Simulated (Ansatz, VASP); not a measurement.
**Zr3SeS2: VASP beside Ansatz**

```
CELL_PARAMETERS angstrom
3.50411 0.00000 0.00000
-1.75206 3.03465 0.00000
0.00000 0.00000 10.51624
ATOMIC_POSITIONS crystal
Zr 0.00000 0.00000 0.59330
Zr 0.00000 0.00000 0.24003
Zr 0.33333 0.66667 0.91667
Se 0.33333 0.66667 0.41668
S 0.66667 0.33333 0.75742
S 0.66667 0.33333 0.07590
```

Change from the starting cell: species swapped into the Lu2Ga3Cu type (P3m1, No. 156).

Alike in both runs: functional PBE; k mesh 6 × 6 × 4; occupations gaussian, width 0.1 eV; no spin polarisation.

Ansatz relaxed the structure, and its values are those at the end. VASP's run is a single point on that final structure, the one shown.

|  | VASP | Ansatz |
| --- | --- | --- |
| version | VASP 6.6.1 | Ansatz 0.2.0 |
| potentials or method | VASP PAW PBE potentials, release 64 (Zr_sv, Se, S) | scalar-relativistic, plane waves, PAW |
| plane-wave cutoff (eV) | 520 | 420 |
| valence electrons in the cell | 54 | 64 |

VASP gave:

| Quantity | Value |
| --- | --- |
| gap on the k mesh at the Fermi level (eV) | none |
| pressure (GPa) | 0.1 |
| rms of the force components (eV/Å) | 0.006 |

**Question.** What did Ansatz give for the same quantities?

**Answer.** gap on the k mesh at the Fermi level (eV): none; pressure (GPa): 0.0; rms of the force components (eV/Å): 0.005.

A gap of «none» marks a metal or a gap that the smearing closes. The two sets of potentials don't hold the same shells in valence.
